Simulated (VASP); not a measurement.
VASP runs on In (space group I4_1/amd) share one base input (PBE GGA, plane waves, VASP's PBE PAW potentials (set 64)) and change the settings named in each case.

### POSCAR
```
In
1
   -2.8838100000     2.8838100000     1.5734410000
    2.8838100000    -2.8838100000     1.5734410000
    2.8838100000     2.8838100000    -1.5734410000
In
2
Direct
  0.7500000000   0.2500000000   0.5000000000
  0.0000000000   0.0000000000   0.0000000000
```

### KPOINTS
```
K-points
0
G
  9 9 9
0 0 0
```

INCAR:
```
SYSTEM = In
PREC = Accurate; ENCUT = 300; LREAL = F
LASPH = T
EDIFF = 1E-6; NELM = 100; ALGO = Normal
LMAXMIX = 4
ISMEAR = -1; SIGMA = 0.136
GGA = PE
ISIF = 2
LWAVE = F; LCHARG = F
```

POTCAR, in this order: In_d (PBE.64 set). Program: vasp_std.

```json
[
 {"change": "base run", "E(σ→0) (eV/atom)": "-2.4642", "pressure (GPa)": "3.39", "−TS (eV)": "-0.0651"},
 {"change": "GGA removed, POTCAR In_d (LDA.64 set)", "E(σ→0) (eV/atom)": "-3.1613", "pressure (GPa)": "?", "−TS (eV)": "?"},
 {"change": "GGA_COMPAT = .FALSE., LNONCOLLINEAR = .TRUE., LSORBIT = .TRUE., MAGMOM = 0.0 0.0 0.0 0.0 0.0 0.0, program vasp_ncl", "E(σ→0) (eV/atom)": "-2.4999", "pressure (GPa)": "?", "−TS (eV)": "?"},
 {"change": "KPOINTS 4×4×4 Γ-centred mesh", "E(σ→0) (eV/atom)": "-2.4177", "pressure (GPa)": "3.92", "−TS (eV)": "-0.0939"}
]
```

Task: Complete the blanks.

Result: 
- GGA removed, POTCAR In_d (LDA.64 set), pressure (GPa): -1.42
- GGA removed, POTCAR In_d (LDA.64 set), −TS (eV): -0.0655
- GGA_COMPAT = .FALSE., LNONCOLLINEAR = .TRUE., LSORBIT = .TRUE., MAGMOM = 0.0 0.0 0.0 0.0 0.0 0.0, program vasp_ncl, pressure (GPa): 3.28
- GGA_COMPAT = .FALSE., LNONCOLLINEAR = .TRUE., LSORBIT = .TRUE., MAGMOM = 0.0 0.0 0.0 0.0 0.0 0.0, program vasp_ncl, −TS (eV): -0.0654

Energies of different potentials or functionals have different zeros.  Unless said otherwise, spin-orbit coupling is left out, though it shifts the bands of the heavy elements here. At 300 eV the pressure can carry a Pulay error.

Left out are runs that ran out of time, are held back, or changed the cell or the kind of run, fixed moments of cells without a moment, rows past the twelfth, gaps on odd meshes, pressures of charged cells and columns that move by less than the noise.

The structure was generated: In was put into an ordered model structure, which need not be its known phase. The cell was not relaxed at this level, its lattice was scaled by up to 2.5 %.
